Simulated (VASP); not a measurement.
All values below come from PBE GGA, VASP's PBE PAW potentials (set 64) (plane waves; VASP).

A VASP calculation is set up with these files.

### POSCAR
```
KCl
1
    0.0000000000     3.1450000000     3.1450000000
    3.1450000000     0.0000000000     3.1450000000
    3.1450000000     3.1450000000     0.0000000000
K Cl
1 1
Direct
  0.0000000000   0.0000000000   0.0000000000
  0.5000000000   0.5000000000   0.5000000000
```

File KPOINTS:
```
Automatic mesh
0
Gamma
7 7 7
0 0 0
```

### INCAR
```
! general
SYSTEM = KCl
PREC   = Accurate
ENCUT  = 400
LREAL  = F
LASPH  = T

! electronic loop
EDIFF  = 1E-6
NELM   = 100
ALGO   = Normal

! smearing
ISMEAR = 0
SIGMA  = 0.05

! functional
GGA    = PE

! ions
IBRION = 2
NSW    = 60
ISIF   = 3
EDIFFG = -0.01

! output
LWAVE  = F
LCHARG = F
```

POTCAR, in this order: K_sv Cl (PBE.64 set). Program: vasp_std.

Output of the run:

### OUTCAR
```
 ion  position               nearest neighbor table
   1  0.000  0.000  0.000-   2 3.15   2 3.15   2 3.15   2 3.15   2 3.15   2 3.15
   2  0.500  0.500  0.500-   1 3.15   1 3.15   1 3.15   1 3.15   1 3.15   1 3.15
  LATTYP: Found a face centered cubic cell.
 ALAT       =     6.2900000000
 Subroutine PRICEL returns:
 Original cell was already a primitive cell.
 Subroutine GETGRP returns: Found 48 space group operations
The static configuration has the point symmetry O_h .
The dynamic configuration has the point symmetry O_h .
 Subroutine INISYM returns: Found 48 space group operations
 Subroutine IBZKPT returns following result:
 Found     20 irreducible k-points:

 Following reciprocal coordinates:
            Coordinates               Weight
  0.000000  0.000000  0.000000      1.000000
  0.142857  0.000000  0.000000      8.000000
  0.285714  0.000000  0.000000      8.000000
  0.428571  0.000000  0.000000      8.000000
  0.142857  0.142857  0.000000      6.000000
  0.285714  0.142857  0.000000     24.000000
  0.428571  0.142857  0.000000     24.000000
 -0.428571  0.142857  0.000000     24.000000
 -0.285714  0.142857  0.000000     24.000000
...
```

OSZICAR:
```
       N       E                     dE             d eps       ncg     rms          rms(c)
DAV:   1     0.946596346131E+02    0.94660E+02   -0.63630E+03   480   0.976E+02
DAV:   2    -0.139895029585E+01   -0.96059E+02   -0.91374E+02   660   0.254E+02
DAV:   3    -0.693506167124E+01   -0.55361E+01   -0.55147E+01   612   0.571E+01
DAV:   4    -0.709345896783E+01   -0.15840E+00   -0.15820E+00   820   0.941E+00
DAV:   5    -0.709450061903E+01   -0.10417E-02   -0.10416E-02   624   0.783E-01    0.333E+00
DAV:   6    -0.680413419104E+01    0.29037E+00   -0.55429E-01   588   0.406E+00    0.274E+00
DAV:   7    -0.678904446322E+01    0.15090E-01   -0.13577E-01   612   0.220E+00    0.158E+00
DAV:   8    -0.680162126149E+01   -0.12577E-01   -0.19718E-02   648   0.119E+00    0.178E-01
DAV:   9    -0.680245638492E+01   -0.83512E-03   -0.12589E-03   632   0.240E-01    0.101E-01
DAV:  10    -0.680311907292E+01   -0.66269E-03   -0.65428E-04   564   0.198E-01    0.103E-02
DAV:  11    -0.680312979906E+01   -0.10726E-04   -0.17780E-05   712   0.294E-02    0.491E-03
DAV:  12    -0.680313319838E+01   -0.33993E-05   -0.46906E-06   588   0.165E-02    0.239E-03
DAV:  13    -0.680313323947E+01   -0.41091E-07   -0.30687E-07   460   0.470E-03
   1 F= -.68031332E+01 E0= -.68031332E+01  d E =-.680313E+01
       N       E                     dE             d eps       ncg     rms          rms(c)
DAV:   1    -0.686248276298E+01   -0.59350E-01   -0.12123E+00   556   0.110E+01    0.160E+00
DAV:   2    -0.681792468081E+01    0.44558E-01   -0.11093E-01   624   0.301E+00    0.572E-01
DAV:   3    -0.680824426088E+01    0.96804E-02   -0.27857E-02   836   0.141E+00    0.451E-01
DAV:   4    -0.680831166376E+01   -0.67403E-04   -0.14163E-03   928   0.227E-01    0.217E-01
DAV:   5    -0.680843107783E+01   -0.11941E-03   -0.10313E-03   840   0.178E-01    0.457E-02
DAV:   6    -0.680840952868E+01    0.21549E-04   -0.52542E-05   940   0.625E-02    0.158E-02
DAV:   7    -0.680840543270E+01    0.40960E-05   -0.66034E-06   708   0.218E-02    0.721E-03
DAV:   8    -0.680840696986E+01   -0.15372E-05   -0.63168E-07   416   0.837E-03    0.757E-04
DAV:   9    -0.680840725898E+01   -0.28912E-06   -0.12965E-07   336   0.341E-03
   2 F= -.68084073E+01 E0= -.68084073E+01  d E =-.527402E-02
       N       E                     dE             d eps       ncg     rms          rms(c)
DAV:   1    -0.685977491991E+01   -0.51368E-01   -0.11109E+00   540   0.105E+01    0.154E+00
DAV:   2    -0.681869192273E+01    0.41083E-01   -0.10218E-01   624   0.288E+00    0.544E-01
DAV:   3    -0.680989341847E+01    0.87985E-02   -0.25347E-02   820   0.135E+00    0.427E-01
DAV:   4    -0.680994636507E+01   -0.52947E-04   -0.12841E-03   924   0.217E-01    0.207E-01
DAV:   5    -0.681005370859E+01   -0.10734E-03   -0.94350E-04   836   0.170E-01    0.431E-02
DAV:   6    -0.681003403510E+01    0.19673E-04   -0.48558E-05   920   0.601E-02    0.150E-02
DAV:   7    -0.681003003409E+01    0.40010E-05   -0.59152E-06   664   0.208E-02    0.682E-03
DAV:   8    -0.681003156611E+01   -0.15320E-05   -0.57815E-07   392   0.793E-03    0.700E-04
DAV:   9    -0.681003183236E+01   -0.26625E-06   -0.10855E-07   336   0.316E-03
   3 F= -.68100318E+01 E0= -.68100318E+01  d E =-.689859E-02
```

File OUTCAR:
```
------------------------ aborting loop because EDIFF is reached ----------------------------------------
  FORCE on cell =-STRESS in cart. coord.  units (eV):
  Direction    XX          YY          ZZ          XY          YZ          ZX
  --------------------------------------------------------------------------------------
  Total       -0.0002187     -0.0002187     -0.0002187     -0.0000000      0.0000000     -0.0000000
  in kB       -0.0053875     -0.0053875     -0.0053875     -0.0000000      0.0000000     -0.0000000
  external PRESSURE =      -0.0053875 kB  Pullay stress =       0.0000000 kB
  volume of cell :       65.04
      direct lattice vectors                 reciprocal lattice vectors
     0.000000000  3.191984021  3.191984021    -0.156642388  0.156642388  0.156642388
     3.191984021 -0.000000000  3.191984021     0.156642388 -0.156642388  0.156642388
     3.191984021  3.191984021  0.000000000     0.156642388  0.156642388 -0.156642388
  FREE ENERGIE OF THE ION-ELECTRON SYSTEM (eV)
  ---------------------------------------------------
  free  energy   TOTEN  =        -6.8100318324 eV

  energy  without entropy=       -6.8100318324  energy(sigma->0) =       -6.81003183

 reached required accuracy - stopping structural energy minimisation
```
(Selected blocks of OUTCAR.)

File CONTCAR:
```
KCl
   1.00000000000000
     0.0000000000000000    3.1919840205512835    3.1919840205512839
     3.1919840205512835   -0.0000000000000000    3.1919840205512839
     3.1919840205512835    3.1919840205512835    0.0000000000000000
  K               Cl
     1     1
Direct
     0.0000000000000000    0.0000000000000000    0.0000000000000000
     0.5000000000000000    0.5000000000000000    0.5000000000000000
```

Energy and stress use the plane-wave basis of the starting cell.

The compound is KCl in the rock salt structure. This run relaxes it. Symmetry was kept, so distortions that lower it aren't found.
